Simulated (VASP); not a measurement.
# Cu3Pd with and without spin-orbit coupling

What does spin-orbit coupling change in Cu3Pd, and what does it cost? All runs use LDA. The start is a cell from a database of measured crystal structures.

Main program and level: VASP 6.6.1; LDA; plane waves and PAW (Cu, Pd), in the first sound run; inputs show where later runs differ.

Report form: the programs' logs are mostly left out.

The database entry behind the starting cell is an old determination (1931), so it need not match the best structure at ambient conditions.

## 1. The structure

Symmetry: Pm-3m, No. 221, cubic system. The conventional cell has a = 3.690 Å, b = 3.690 Å, c = 3.690 Å, α = 90.00°, β = 90.00°, γ = 90.00°. Nearest to Cu lie 4 Pd at 2.61 Å and 8 Cu at 2.61 Å. Nearest to Pd lie 12 Cu at 2.61 Å. Farther neighbours are not listed.

## 2. Reference run

A single point gives energy, forces and stress at these settings. LDA, the lowest rung, knows the local density alone.

File INCAR:

```
SYSTEM = Cu3Pd
PREC = Accurate
ENCUT = 400
EDIFF = 1E-06
NELM = 100
ISMEAR = -1
SIGMA = 0.05
LREAL = .FALSE.
ALGO = Normal
GGA = CA
NBANDS = 27
LASPH = .TRUE.
LORBIT = 11
LWAVE = .FALSE.
LCHARG = .FALSE.
KPAR = 4
ISIF = 2
```

File POSCAR:

```
Cu3Pd
1.0
    3.6900000000      0.0000000000      0.0000000000
    0.0000000000      3.6900000000      0.0000000000
    0.0000000000      0.0000000000      3.6900000000
Cu Pd
3 1
Direct
    0.0000000000      0.5000000000      0.5000000000
    0.5000000000      0.0000000000      0.5000000000
    0.5000000000      0.5000000000      0.0000000000
    0.0000000000      0.0000000000      0.0000000000
```

File KPOINTS:

```
Automatic mesh
0
Gamma
7 7 7
0 0 0
```

PAW data sets: Cu and Pd (LDA family, release 64).

Run with:

```sh
> mpirun -np 4 vasp_std
```

Elapsed: 2.6 s, on 4 MPI ranks of AMD EPYC 9R45, shared host; peak memory 0.44 GiB; 8.7 s of CPU time.

This run has no spin polarisation. Its electron count is odd, so without a moment it is a metal by construction. The k-mesh is coarse for a metal. At this level the cell is under a tension of 10.5 GPa, so at these settings it is away from equilibrium.

Numbers from this step:

```yaml
scf_cycles: 15
electrons: 43
bands: 27
irreducible_k_points: 20
symmetry_operations: 48
free_energy_toten: -20.92 eV
energy_at_zero_smearing: -20.91 eV
fermi_energy: 7.848 eV
pressure: -10.49 GPa
metallic: yes
```

The pressure is -10.49 GPa and the largest force 0.000 eV/Å, so the cell is not at a minimum at these settings.

## 3. Bands along the symmetry lines (LDA)

Levels along the symmetry lines show where the bands peak and cross; KPOINTS_OPT computes them in the converged potential.

Edit INCAR of step 2 so:

```diff
@@ -10,3 +10,3 @@
 GGA = CA
-NBANDS = 27
+NBANDS = 35
 LASPH = .TRUE.
@@ -16,2 +16 @@
 KPAR = 4
-ISIF = 2
```

POSCAR is that of step 2.

KPOINTS is that of step 2.

File KPOINTS_OPT:

```
Line mode
16
Line-mode
Reciprocal
  0.00000000   0.00000000   0.00000000 GAMMA
  0.00000000   0.50000000   0.00000000 X

  0.00000000   0.50000000   0.00000000 X
  0.50000000   0.50000000   0.00000000 M

  0.50000000   0.50000000   0.00000000 M
  0.00000000   0.00000000   0.00000000 GAMMA

  0.00000000   0.00000000   0.00000000 GAMMA
  0.50000000   0.50000000   0.50000000 R

  0.50000000   0.50000000   0.50000000 R
  0.00000000   0.50000000   0.00000000 X

  0.50000000   0.50000000   0.00000000 M
  0.50000000   0.50000000   0.50000000 R
```

Run with:

```sh
> mpirun -np 4 vasp_std
```

Wall time 8.2 s (4 MPI ranks); peak memory 0.51 GiB.

Spin-orbit coupling is off here; it would split degenerate levels. At this level the cell is under a tension of 10.7 GPa, so at these settings it is away from equilibrium.

This step gave:

```
SCF cycles   : 14
bands        : 35
Fermi energy : 7.849 eV
pressure     : -10.73 GPa
```

The electronic bands at the labelled points (eV, zero at the Fermi level; # counts the bands kept):

| point | #19 | #20 | #21 | #22 | #23 | #24 | #25 | #26 |
| --- | --- | --- | --- | --- | --- | --- | --- | --- |
| Γ | -0.42 | -0.42 | -0.42 | 2.08 | 2.08 | 2.08 | 8.28 | 8.29 |
| 0.47 of the way | -1.12 | -1.02 | -0.44 | -0.17 | 3.69 | 3.69 | 8.16 | 8.39 |
| X | -1.49 | -1.24 | -1.21 | -0.45 | 6.96 | 6.96 | 7.16 | 7.16 |
| 0.53 of the way | -1.43 | -1.05 | -0.86 | -0.79 | 3.18 | 3.28 | 8.00 | 8.44 |
| M | -1.61 | -1.61 | 0.00 | 0.00 | 1.10 | 1.24 | 9.30 | 10.60 |
| 0.53 of the way | -1.21 | -1.09 | -0.87 | 0.94 | 1.53 | 4.91 | 7.08 | 8.46 |
| Γ | -0.42 | -0.42 | -0.42 | 2.08 | 2.08 | 2.08 | 8.28 | 8.29 |
| 0.47 of the way | -1.32 | -0.87 | -0.87 | 1.93 | 1.93 | 2.16 | 7.83 | 7.83 |
| R | -0.77 | -0.76 | -0.76 | -0.12 | -0.12 | -0.12 | 4.87 | 4.87 |
| 0.47 of the way | -1.09 | -1.02 | -0.86 | -0.70 | 2.55 | 3.03 | 5.09 | 5.40 |
| X | -1.49 | -1.24 | -1.21 | -0.45 | 6.96 | 6.96 | 7.16 | 7.16 |
| jump to M | -1.61 | -1.61 | 0.00 | 0.00 | 1.10 | 1.24 | 9.30 | 10.60 |
| 0.53 of the way | -1.19 | -1.08 | -0.02 | -0.02 | 0.68 | 0.84 | 6.01 | 6.49 |
| R | -0.77 | -0.76 | -0.76 | -0.12 | -0.12 | -0.12 | 4.87 | 4.87 |

Of the projections kept (Cu, Pd), the largest for each band there; the rest of the weight can lie on other orbitals:

```csv
point,#19,#20,#21,#22,#23,#24,#25,#26
Γ,Pd 0.51,Pd 0.51,Pd 0.51,Cu 0.71,Cu 0.71,Cu 0.71,Cu 0.60,Cu 0.72
X,Pd 0.78,Cu 1.00,Cu 0.62,Cu 0.51,Cu 0.63,Cu 0.63,Cu 0.76,Cu 0.76
M,Cu 0.58,Cu 0.58,Cu 0.92,Cu 0.92,Pd 0.52,Pd 0.53,Cu 1.00,Cu 0.84
Γ,Pd 0.51,Pd 0.51,Pd 0.51,Cu 0.71,Cu 0.71,Cu 0.71,Cu 0.60,Cu 0.72
R,Cu 1.00,Pd 0.51,Pd 0.51,Cu 0.58,Cu 0.58,Cu 0.57,Cu 0.70,Cu 0.70
X,Pd 0.78,Cu 1.00,Cu 0.62,Cu 0.51,Cu 0.63,Cu 0.63,Cu 0.76,Cu 0.76
```

There is no gap at this level.

## 4. Band structure (LDA + SOC)

This step: LDA, spin-orbit coupling; plane waves and PAW (Cu, Pd) (VASP 6.6.1).

Levels along the symmetry lines show where the bands peak and cross; KPOINTS_OPT computes them in the converged potential. Spin-orbit coupling needs spinors and the noncollinear program, where each band holds one electron.

Edit INCAR of step 3 so:

```diff
@@ -10,4 +10,9 @@
 GGA = CA
-NBANDS = 35
+LNONCOLLINEAR = .TRUE.
+MAGMOM = 0 0 0 0 0 0 0 0 0 0 0 0
+NBANDS = 54
+GGA_COMPAT = .FALSE.
 LASPH = .TRUE.
+LSORBIT = .TRUE.
+LMAXMIX = 4
 LORBIT = 11
```

POSCAR is that of step 3.

KPOINTS is that of step 3.

KPOINTS_OPT is that of step 3.

Run with:

```sh
> mpirun -np 4 vasp_ncl
```

Run time: 30 s. Hardware: 4 MPI ranks; peak memory 0.91 GiB; 1.9 min of CPU time.

At this level the cell is under a tension of 10.6 GPa, so at these settings it is away from equilibrium.

This step gave:

* SCF cycles: 15
* bands: 54
* free energy (TOTEN): -20.97 eV
* energy at zero smearing: -20.97 eV
* Fermi energy: 7.855 eV
* pressure: -10.56 GPa

On-site spin-orbit energy by atom:

```
atom  on-site spin-orbit energy (eV)
 Cu1                         -0.0139
 Cu2                         -0.0139
 Cu3                         -0.0139
 Pd4                         -0.0719
```

The electronic bands at the labelled points (eV, zero at the Fermi level; # counts the bands kept):

| point | #41 | #42 | #43 | #44 | #45 | #46 | #47 | #48 |
| --- | --- | --- | --- | --- | --- | --- | --- | --- |
| Γ | -0.32 | -0.32 | 1.99 | 1.99 | 2.10 | 2.10 | 2.10 | 2.10 |
| 0.47 of the way | -0.43 | -0.43 | -0.17 | -0.17 | 3.64 | 3.64 | 3.72 | 3.72 |
| X | -1.19 | -1.19 | -0.45 | -0.45 | 6.82 | 6.82 | 7.08 | 7.08 |
| 0.53 of the way | -0.85 | -0.85 | -0.78 | -0.78 | 3.17 | 3.17 | 3.28 | 3.28 |
| M | -0.02 | -0.02 | 0.01 | 0.01 | 1.09 | 1.09 | 1.24 | 1.24 |
| 0.53 of the way | -0.87 | -0.87 | 0.94 | 0.94 | 1.53 | 1.53 | 4.90 | 4.90 |
| Γ | -0.32 | -0.32 | 1.99 | 1.99 | 2.10 | 2.10 | 2.10 | 2.10 |
| 0.47 of the way | -0.86 | -0.86 | 1.92 | 1.92 | 1.94 | 1.94 | 2.15 | 2.15 |
| R | -0.73 | -0.73 | -0.25 | -0.25 | -0.08 | -0.08 | -0.08 | -0.08 |
| 0.47 of the way | -0.85 | -0.85 | -0.69 | -0.69 | 2.55 | 2.55 | 3.02 | 3.02 |
| X | -1.19 | -1.19 | -0.45 | -0.45 | 6.82 | 6.82 | 7.08 | 7.08 |
| jump to M | -0.02 | -0.02 | 0.01 | 0.01 | 1.09 | 1.09 | 1.24 | 1.24 |
| 0.53 of the way | -0.05 | -0.05 | 0.01 | 0.01 | 0.68 | 0.68 | 0.83 | 0.83 |
| R | -0.73 | -0.73 | -0.25 | -0.25 | -0.08 | -0.08 | -0.08 | -0.08 |

Of the projections kept (Cu, Pd), the largest for each band there; the rest of the weight can lie on other orbitals:

| point | #41 | #42 | #43 | #44 | #45 | #46 | #47 | #48 |
| --- | --- | --- | --- | --- | --- | --- | --- | --- |
| Γ | Pd 0.53 | Pd 0.53 | Cu 0.69 | Cu 0.69 | Cu 0.72 | Cu 0.72 | Cu 0.72 | Cu 0.72 |
| X | Cu 0.62 | Cu 0.62 | Cu 0.51 | Cu 0.51 | Cu 0.63 | Cu 0.63 | Cu 0.64 | Cu 0.64 |
| M | Cu 0.92 | Cu 0.92 | Cu 0.92 | Cu 0.92 | Pd 0.52 | Pd 0.52 | Pd 0.53 | Pd 0.53 |
| Γ | Pd 0.53 | Pd 0.53 | Cu 0.69 | Cu 0.69 | Cu 0.72 | Cu 0.72 | Cu 0.72 | Cu 0.72 |
| R | Cu 0.51 | Cu 0.51 | Cu 0.56 | Cu 0.56 | Cu 0.58 | Cu 0.58 | Cu 0.58 | Cu 0.58 |
| X | Cu 0.62 | Cu 0.62 | Cu 0.51 | Cu 0.51 | Cu 0.63 | Cu 0.63 | Cu 0.64 | Cu 0.64 |

There is no gap at this level. Without the coupling there was no gap either. The run took 3.7 times the core time, with 54 spinor bands against 35.

## 5. Total and projected DOS (LDA)

This step: LDA; plane waves and PAW (Cu, Pd) (VASP 6.6.1).

Here the states are counted by energy and projected on the atoms.

File INCAR:

```
SYSTEM = Cu3Pd
PREC = Accurate
ENCUT = 400
EDIFF = 1E-06
NELM = 100
ISMEAR = -5
SIGMA = 0.05
LREAL = .FALSE.
ALGO = Normal
GGA = CA
NBANDS = 35
LASPH = .TRUE.
LORBIT = 11
LWAVE = .FALSE.
LCHARG = .FALSE.
KPAR = 4
NEDOS = 2001
```

POSCAR is that of step 4.

KPOINTS is that of step 4.

Run with:

```sh
> mpirun -np 4 vasp_std
```

Elapsed: 3.2 s, on 4 MPI ranks; peak memory 0.46 GiB; 11 s of CPU time.

With tetrahedra the forces and stress of a metal are not exact derivatives of the energy.

This step gave:

- bands: 35
- free energy (TOTEN): -20.93 eV
- Fermi energy: 7.913 eV
- pressure: -10.60 GPa
- DOS at the Fermi level: 1.776 states/eV/cell

The density of states has structure finer than the step of the table below, so its rows give means over 0.5 eV, whole bins alone (the curve runs from -10.1 to 7.91 eV). Peaks (eV: height): total -2.70: 19.5, -2.32: 14.9, -1.36: 16.0, -1.04: 13.7; Cu d -2.70: 15.8, -2.32: 12.1, -1.36: 11.7, -1.04: 8.21; Pd d -3.92: 4.25, -2.70: 1.87, -1.36: 3.89, -1.04: 4.54; Cu p -3.92: 0.616, -3.08: 0.348, -2.32: 0.364, 0.18: 0.393; Cu s -5.32: 0.662, -4.94: 0.739, 5.16: 0.359, 5.93: 0.293.

States under -10.1 eV and over 7.9 eV are left out. The density of states by energy, zero at the Fermi level; means over each step; values in states/eV/cell:

```csv
energy (eV),total,Cu d,Pd d,Cu p,Cu s,Pd p,Pd s
-9.0,0,0,0,0,0,0,0
-8.5,0.0709,0,2.8e-5,9.3e-4,0.0304,6.1e-4,0.0131
-8.0,0.232,7.2e-4,9.6e-4,0.00627,0.0956,0.00390,0.0402
-7.5,0.357,0.00340,0.00407,0.0149,0.141,0.00916,0.0570
-7.0,0.467,0.00982,0.0124,0.0263,0.173,0.0161,0.0657
-6.5,0.770,0.0275,0.0377,0.0522,0.267,0.0316,0.0923
-6.0,0.907,0.0567,0.0903,0.0653,0.287,0.0387,0.0798
-5.5,1.45,0.202,0.316,0.0899,0.357,0.0455,0.0619
-5.0,3.84,1.07,1.18,0.166,0.490,0.0769,0.126
-4.5,4.34,1.63,1.54,0.149,0.284,0.0650,0.0533
-4.0,8.54,4.43,2.53,0.308,0.0734,0.0711,0.203
-3.5,6.34,3.80,1.55,0.208,0.0279,0.0798,0.0494
-3.0,11.3,8.41,1.46,0.305,0.0726,0.167,0.0460
-2.5,13.5,11.1,1.22,0.270,0.0673,0.150,0.0241
-2.0,11.2,9.63,0.883,0.162,0.0447,0.0666,0.0191
-1.5,11.9,8.52,2.94,0.0886,0.0295,0.0420,0.0213
-1.0,8.00,4.96,2.55,0.113,0.0834,0.0737,0.0286
-0.5,1.83,0.923,0.591,0.0695,0.0746,0.0517,0.0204
0.0,1.73,0.711,0.301,0.181,0.149,0.133,0.0193
0.5,0.776,0.226,0.152,0.117,0.0616,0.0753,0.0111
1.0,0.769,0.180,0.168,0.142,0.0448,0.0602,0.0251
1.5,0.934,0.203,0.193,0.188,0.0501,0.0706,0.0374
2.0,1.42,0.298,0.265,0.298,0.0825,0.109,0.0606
2.5,1.06,0.200,0.164,0.253,0.0604,0.0972,0.0405
3.0,1.01,0.181,0.142,0.256,0.0564,0.101,0.0338
3.5,1.00,0.173,0.131,0.256,0.0609,0.108,0.0279
4.0,0.834,0.136,0.0994,0.219,0.0566,0.0958,0.0203
4.5,0.609,0.0943,0.0665,0.164,0.0437,0.0730,0.0133
5.0,0.704,0.109,0.107,0.115,0.151,0.0488,0.0158
5.5,0.861,0.131,0.124,0.125,0.209,0.0453,0.0337
6.0,1.23,0.182,0.157,0.210,0.268,0.0716,0.0546
6.5,1.22,0.176,0.129,0.248,0.215,0.0877,0.0571
7.0,1.16,0.167,0.111,0.241,0.199,0.0901,0.0560
7.5,1.13,0.163,0.0995,0.229,0.198,0.0910,0.0557
```

Of the states within 0.3 eV of the Fermi level, the largest shares in the PAW spheres are Cu d 41 %, Pd d 18 % and Cu p 10 %. The rest lies in smaller channels or between the spheres.

## 6. Total and projected DOS (LDA + SOC)

This step: LDA, spin-orbit coupling; plane waves and PAW (Cu, Pd) (VASP 6.6.1).

Edit INCAR of step 5 so:

```diff
@@ -10,4 +10,9 @@
 GGA = CA
-NBANDS = 35
+LNONCOLLINEAR = .TRUE.
+MAGMOM = 0 0 0 0 0 0 0 0 0 0 0 0
+NBANDS = 54
+GGA_COMPAT = .FALSE.
 LASPH = .TRUE.
+LSORBIT = .TRUE.
+LMAXMIX = 4
 LORBIT = 11
```

POSCAR is that of step 5.

KPOINTS is that of step 5.

Run with:

```sh
> mpirun -np 4 vasp_ncl
```

It took 11 s on 4 MPI ranks; peak memory 0.76 GiB.

This step gave:

* SCF cycles: 18
* bands: 54
* free energy (TOTEN): -20.99 eV
* Fermi energy: 7.918 eV
* pressure: -10.59 GPa
* DOS at the Fermi level: 1.797 states/eV/cell

On-site spin-orbit energy by atom:

```
atom  on-site spin-orbit energy (eV)
 Cu1                         -0.0138
 Cu2                         -0.0138
 Cu3                         -0.0138
 Pd4                         -0.0722
```

The density of states has structure finer than the step of the table below, so its rows give means over 1 eV, whole bins alone (the curve runs from -9.65 to 4.95 eV). Peaks (eV: height): total -4.0: 15.0, -2.7: 19.2, -2.3: 14.9, -1.3: 15.2; Cu d -4.0: 6.98, -2.7: 15.4, -2.3: 12.2, -1.3: 11.1; Pd d -4.0: 5.05, -3.0: 1.97, -1.3: 3.70, -1.0: 4.23; Cu p -4.0: 0.667, -2.7: 0.391, 0.2: 0.362, 1.9: 0.365; Cu s -5.3: 0.568, -4.9: 0.739, -1.0: 0.149, 0.0: 0.220.

States under -9.7 eV and over 4.9 eV are left out. Density of states against energy, zero at the Fermi level; means over each step; values in states/eV/cell:

| energy (eV) | total | Cu d | Pd d | Cu p | Cu s | Pd p | Pd s |
| --- | --- | --- | --- | --- | --- | --- | --- |
| -9 | 0.00381 | 0 | 0 | 2.9e-5 | 0.00164 | 1.9e-5 | 7.1e-4 |
| -8 | 0.234 | 9.5e-4 | 0.00119 | 0.00673 | 0.0960 | 0.00416 | 0.0402 |
| -7 | 0.494 | 0.0112 | 0.0145 | 0.0283 | 0.182 | 0.0172 | 0.0685 |
| -6 | 0.956 | 0.0670 | 0.111 | 0.0667 | 0.296 | 0.0386 | 0.0795 |
| -5 | 3.43 | 0.936 | 1.10 | 0.150 | 0.438 | 0.0686 | 0.0962 |
| -4 | 7.14 | 3.68 | 2.14 | 0.244 | 0.0924 | 0.0718 | 0.128 |
| -3 | 11.0 | 8.28 | 1.38 | 0.271 | 0.0662 | 0.145 | 0.0376 |
| -2 | 11.1 | 9.07 | 1.30 | 0.166 | 0.0423 | 0.0759 | 0.0201 |
| -1 | 7.97 | 5.20 | 2.34 | 0.0974 | 0.0669 | 0.0606 | 0.0254 |
| 0 | 1.41 | 0.574 | 0.288 | 0.136 | 0.113 | 0.100 | 0.0177 |
| 1 | 0.782 | 0.186 | 0.165 | 0.145 | 0.0472 | 0.0650 | 0.0230 |
| 2 | 1.25 | 0.259 | 0.231 | 0.266 | 0.0708 | 0.0997 | 0.0516 |
| 3 | 1.00 | 0.180 | 0.142 | 0.251 | 0.0570 | 0.100 | 0.0333 |
| 4 | 0.855 | 0.141 | 0.103 | 0.224 | 0.0568 | 0.0973 | 0.0212 |

The DOS at the Fermi level goes from 1.78 to 1.80 states/eV/cell, a number that is sensitive to the mesh. The run took 3.3 times the core time, with 54 spinor bands against 35. Of the states within 0.3 eV of the Fermi level, the largest shares in the PAW spheres are Cu d 41 %, Pd d 19 % and Cu p 10 %. The rest lies in smaller channels or between the spheres.

## 7. Full relaxation (LDA)

This step: LDA; plane waves and PAW (Cu, Pd) (VASP 6.6.1).

Last, the cell itself: ISIF = 3 frees volume, shape and positions, first without the coupling.

File INCAR:

```
SYSTEM = Cu3Pd
PREC = Accurate
ENCUT = 400
EDIFF = 1E-06
NELM = 100
ISMEAR = -1
SIGMA = 0.05
LREAL = .FALSE.
ALGO = Normal
GGA = CA
NBANDS = 27
LASPH = .TRUE.
LORBIT = 11
LWAVE = .FALSE.
LCHARG = .FALSE.
KPAR = 4
IBRION = 2
NSW = 60
ISIF = 3
EDIFFG = -0.01
```

POSCAR is that of step 6.

KPOINTS is that of step 6.

Run with:

```sh
> mpirun -np 4 vasp_std
```

The job ended after 5.6 s (4 MPI ranks; peak memory 0.47 GiB; 21 s of CPU time).

The run keeps the 48 symmetry operations of its start, so it cannot find a distortion of lower symmetry.

Relaxation path:

```csv
step,energy less that of the first step (eV),largest force (eV/Å),pressure (GPa),volume (Å³)
1,0.0000,0.0000,-10.49,50.24
2,0.0003,0.0000,13.47,44.50
3,-0.1076,0.0000,-0.01,47.22
```

```
conventional cell, symmetrised  before  after  change
                         a (Å)   3.690  3.615  -2.0 %
                         b (Å)   3.690  3.615  -2.0 %
                         c (Å)   3.690  3.615  -2.0 %
              volume (Å³/atom)   12.56  11.81  -6.0 %
```

The relaxed structure:

```
Cu Pd
1.0
     3.61451    0.00000    0.00000
     0.00000    3.61451    0.00000
     0.00000    0.00000    3.61451
Cu Pd
3 1
Direct
  0.00000 0.50000 0.50000
  0.50000 0.00000 0.50000
  0.50000 0.50000 0.00000
  0.00000 0.00000 0.00000
```

Numbers from this step:

| Quantity | Value |
| --- | --- |
| bands | 27 |
| free energy (TOTEN) | -21.03 eV |
| energy at zero smearing | -21.02 eV |
| Fermi energy | 8.737 eV |
| pressure | -0.01446 GPa |
| SCF cycles over all ionic steps | 35 |

It ends with forces that vanish by symmetry and a pressure of -0.01 GPa.

## 8. Full relaxation (LDA + SOC)

This step: LDA, spin-orbit coupling; plane waves and PAW (Cu, Pd) (VASP 6.6.1).

The same relaxation with spinors and spin-orbit coupling.

Edit INCAR of step 7 so:

```diff
@@ -10,4 +10,9 @@
 GGA = CA
-NBANDS = 27
+LNONCOLLINEAR = .TRUE.
+MAGMOM = 0 0 0 0 0 0 0 0 0 0 0 0
+NBANDS = 54
+GGA_COMPAT = .FALSE.
 LASPH = .TRUE.
+LSORBIT = .TRUE.
+LMAXMIX = 4
 LORBIT = 11
```

POSCAR is that of step 7.

KPOINTS is that of step 7.

Run with:

```sh
> mpirun -np 4 vasp_ncl
```

Wall time 23 s (4 MPI ranks); peak memory 0.8 GiB; 90 s of CPU time.

Relaxation path:

```csv
step,energy less that of the first step (eV),largest force (eV/Å),pressure (GPa),volume (Å³)
1,0.0000,0.0000,-10.56,50.24
2,0.0030,0.0000,13.65,44.46
3,-0.1078,0.0000,-0.08,47.23
```

```csv
"conventional cell, symmetrised",before,after,change
a (Å),3.690,3.615,-2.0 %
b (Å),3.690,3.615,-2.0 %
c (Å),3.690,3.615,-2.0 %
volume (Å³/atom),12.56,11.81,-6.0 %
```

Final coordinates:

```cif
data_structure
_symmetry_space_group_name_H-M 'P 1'
_symmetry_Int_Tables_number 1
_cell_length_a 3.6146
_cell_length_b 3.6146
_cell_length_c 3.6146
_cell_angle_alpha 90.000
_cell_angle_beta 90.000
_cell_angle_gamma 90.000
_cell_volume 47.23
loop_
_atom_site_label
_atom_site_type_symbol
_atom_site_fract_x
_atom_site_fract_y
_atom_site_fract_z
_atom_site_occupancy
Cu1 Cu 0.00000 0.50000 0.50000 1
Cu2 Cu 0.50000 0.00000 0.50000 1
Cu3 Cu 0.50000 0.50000 0.00000 1
Pd4 Pd 0.00000 0.00000 0.00000 1
```

This step gave:

```yaml
bands: 54
free_energy_toten: -21.08 eV
energy_at_zero_smearing: -21.08 eV
fermi_energy: 8.742 eV
pressure: -0.08368 GPa
scf_cycles_over_all_ionic_steps: 37
```

On-site spin-orbit energy by atom:

```csv
atom,on-site spin-orbit energy (eV)
Cu1,-0.0140
Cu2,-0.0140
Cu3,-0.0140
Pd4,-0.0721
```

The cell ends at 11.81 Å³/atom, under 0.05 % from the run without the coupling. The run took 4.1 times the core time, with 54 spinor bands against 27.

The cell shrank by 6.0 % in volume.

## 9. The runs together

| quantity | without | with spin-orbit coupling |
| --- | --- | --- |
| gap (eV) | none | none |
| core minutes, bands | 0.55 | 2 |
| DOS at the Fermi level (states/eV/cell) | 1.78 | 1.80 |
| core minutes, DOS | 0.21 | 0.71 |
| relaxed volume (Å³/atom) | 11.81 | 11.81 |
| core minutes, relaxation | 0.37 | 1.5 |

## 10. Summary of results

| Item | Value |
| --- | --- |
| gap (eV), without → with | none → none |
| DOS at the Fermi level (states/eV/cell), without → with | 1.78 → 1.80 |
| relaxed volume (Å³/atom), without → with | 11.81 → 11.81 |

In words: Cu3Pd has no gap with or without spin-orbit coupling. The relaxed volume moves by under 0.05 %. The spinor runs cost 3.3 to 4.1 times as much, on a shared host. The k-sampling is coarse for a metal, so the Fermi level, pressures and the shape of the cell carry errors. With an odd electron count and no spin the cell is a metal by construction.

[Lines on the potential files, build, host, timing and source positions are cut from VASP's logs without a mark.]

[Logs are printed without paths, hosts, clocks, repeated set-up lines and the standing remarks that a program may print on its own settings, such as how far it seeks lower states.]

[Hosts, paths, dates, database ids (printed as entryN), source tags and the programs' standing remarks are cut or masked in the printed files.]

[A measured line is paired with the nearest computed mode of its activity, which favours agreement.]
